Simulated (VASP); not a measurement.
# FCClBr2 in VASP: settings compared, part 2 of 2

VASP 6.6.1. Earlier steps stand in the parts before.

**6. Single point, HSE06+TS**

File POSCAR:

```
CBr2ClF
1.0
   12.0000000000      0.0000000000      0.0000000000
    0.0000000000     12.0000000000      0.0000000000
    0.0000000000      0.0000000000     12.0000000000
F C Cl Br
1 1 1 2
Direct
    0.5912000000      0.4045958300      0.5264625000
    0.4958083300      0.4580208300      0.5077208300
    0.4109666700      0.4459708300      0.6259625000
    0.4244250000      0.3905625000      0.3797041700
    0.5296833300      0.6129375000      0.4779208300
```

File INCAR.step1:

```
  ALGO = Normal
  EDIFF = 1E-5
  ENCUT = 520
  GGA = PE
  ISIF = 2
  ISMEAR = 0
  LASPH = T
  LCHARG = F
  LREAL = F
  LWAVE = T
  NBANDS = 24
  NELM = 80
  PREC = Accurate
  SIGMA = 0.01
```

File INCAR.step2:

```
  ALGO = Normal
  EDIFF = 1E-6
  ENCUT = 520
  GGA = PE
  HFSCREEN = 0.2
  ISIF = 2
  ISMEAR = 0
  ISTART = 1
  IVDW = 2
  LASPH = T
  LCHARG = F
  LHFCALC = T
  LREAL = F
  LWAVE = F
  NBANDS = 24
  NELM = 80
  PREC = Accurate
  PRECFOCK = Normal
  SIGMA = 0.01
```

File KPOINTS:

```
k-points
0
Gamma
  1 1 1
```

Potentials or basis: VASP PAW PBE potentials, release 64 (F, C, Cl, Br).

Launch:

```console
cat potpaw_PBE.64/F/POTCAR potpaw_PBE.64/C/POTCAR potpaw_PBE.64/Cl/POTCAR potpaw_PBE.64/Br/POTCAR > POTCAR
cp INCAR.step1 INCAR
mpirun -np 1 vasp_gam > vasp.out
cp INCAR.step2 INCAR
mpirun -np 1 vasp_gam > vasp.out
```

OUTCAR:

```text
EDIFF = 1E-6
   ENCUT = 520
   GGA = PE
   HFSCREEN = 0.2
   ISIF = 2
   ISMEAR = 0
   ISTART = 1
   IVDW = 2
   LASPH = T
   LHFCALC = T
   LREAL = F
   NELM = 80
   PREC = Accurate
   PRECFOCK = Normal
  IVDW =   2

 ion  position               nearest neighbor table
   1  0.591  0.405  0.526-   2 1.33
[... 224 lines left out ...]

  Tkatchenko/Scheffler method for vdW energy calculation

  Number of pair interactions contributing to vdW energy:    4496

  Edisp (eV):   -0.00795

  FORCE on cell =-STRESS in cart. coord.  units (eV):
  Direction    XX          YY          ZZ          XY          YZ          ZX
  --------------------------------------------------------------------------------------
  -------------------------------------------------------------------------------------
  Total       0.25749    -0.02790    -0.30582    -0.29429    -0.03919     0.19861
  in kB       0.23874    -0.02587    -0.28355    -0.27287    -0.03634     0.18415
  external pressure =       -0.02 kB  Pullay stress =        0.00 kB

 VOLUME and BASIS-vectors are now :
 -----------------------------------------------------------------------------
  energy-cutoff  :      520.00
  volume of cell :     1728.00
      direct lattice vectors                 reciprocal lattice vectors
    12.000000000  0.000000000  0.000000000     0.083333333  0.000000000  0.000000000
     0.000000000 12.000000000  0.000000000     0.000000000  0.083333333  0.000000000
     0.000000000  0.000000000 12.000000000     0.000000000  0.000000000  0.083333333

 POSITION                                       TOTAL-FORCE (eV/Angst)
 -----------------------------------------------------------------------------------
      7.09440      4.85515      6.31755         0.399461     -0.223847      0.071344
      5.94970      5.49625      6.09265        -0.502680      0.230532      0.029393
      4.93160      5.35165      7.51155         0.093554      0.014648     -0.135864
      5.09310      4.68675      4.55645         0.017294      0.015745      0.029178
      6.35620      7.35525      5.73505        -0.007629     -0.037078      0.005950
 -----------------------------------------------------------------------------------
    total drift:                                0.000716     -0.000956     -0.001211

  FREE ENERGIE OF THE ION-ELECTRON SYSTEM (eV)
  ---------------------------------------------------
  free  energy   TOTEN  =       -23.1357519652 eV

  energy  without entropy=      -23.1357519652  energy(sigma->0) =      -23.13575197
```

OUTCAR.step1:

```text
EDIFF = 1E-5
   ENCUT = 520
   GGA = PE
   ISIF = 2
[... 236 lines left out ...]
      5.94970      5.49625      6.09265        -0.724083      0.344214      0.009584
      4.93160      5.35165      7.51155        -0.218380     -0.024194      0.287078
      5.09310      4.68675      4.55645        -0.223897     -0.207534     -0.398463
      6.35620      7.35525      5.73505         0.102624      0.480953     -0.093996
 -----------------------------------------------------------------------------------
    total drift:                                0.001086     -0.000887     -0.001608

  FREE ENERGIE OF THE ION-ELECTRON SYSTEM (eV)
  ---------------------------------------------------
  free  energy   TOTEN  =       -17.9282098148 eV

  energy  without entropy=      -17.9282098148  energy(sigma->0) =      -17.92820981
```

Run time: 10 min. Hardware: 1 thread of Intel Xeon Platinum 8559C (Emerald Rapids), shared host; peak memory 1.4 GiB.

Results:

- Free energy: -23.1358 eV
- Largest force: 0.554 eV/Å
- Gap between the frontier levels: 5.63 eV
- Hirshfeld charges: F -0.08; C +0.13; Cl -0.02; Br -0.01 e
- Dispersion energy per atom: -0.002 eV

Forces in eV/Å, atoms in the order of the input:
```
F    0.399 -0.224  0.071
C   -0.503  0.231  0.029
Cl   0.094  0.015 -0.136
Br   0.017  0.016  0.029
Br  -0.008 -0.037  0.006
```

Levels at points of the mesh, in eV from the valence-band top:
| k point | band 14 | band 15 | band 16 | band 17 | band 18 | band 19 |
| --- | --- | --- | --- | --- | --- | --- |
| (0.00, 0.00, 0.00) | -0.56 | -0.31 | 0.00 | 5.63 | 6.98 | 7.50 |

Caveat: the PAW data sets were made with another functional, which shifts forces and pressure a little.

**7. For comparison**

An earlier run on the cell as given: functional PBE; potentials or basis VASP PAW PBE potentials, release 64 (F, C, Cl, Br); cutoff 520 eV; k mesh 1 × 1 × 1; occupations gaussian, width 0.01 eV; no spin polarisation.

* Largest force: 1.233 eV/Å
* Gap between the frontier levels: 4.13 eV

**8. Overview**

```csv
task,level,cell,grid for exact exchange (PRECFOCK),screening parameter,gap on the mesh (eV),largest force (eV/Å)
single point,PBE,"atoms moved at random, drawn with an rms of 0.05 Å",-,-,4.06,1.56
relaxation of the atoms,PBE,"atoms relaxed from: atoms moved at random, drawn with an rms of 0.02 Å",-,-,3.97,0.01
atomic charges,PBE+TS,as given,-,-,4.13,1.24
electron localisation function,PBE,as given,-,-,4.13,1.23
single point,HSE06+TS,as given,Normal,0.2 1/A,5.63,0.55
single point,PBE,as given,-,-,4.13,1.23
```

Alike in all rows: potentials or basis VASP PAW PBE potentials, release 64 (F, C, Cl, Br); no spin polarisation; k mesh 1 × 1 × 1; cutoff (eV) 520; smearing gaussian 0.01 eV.

On the cell as given the gap runs from 4.13 eV (PBE+TS) to 5.63 eV (HSE06+TS).

Caveats: the PAW data sets were made with another functional, which shifts forces and pressure a little (some runs).

Total energies depend on the potentials used, so only differences within one code and one set of settings carry meaning.
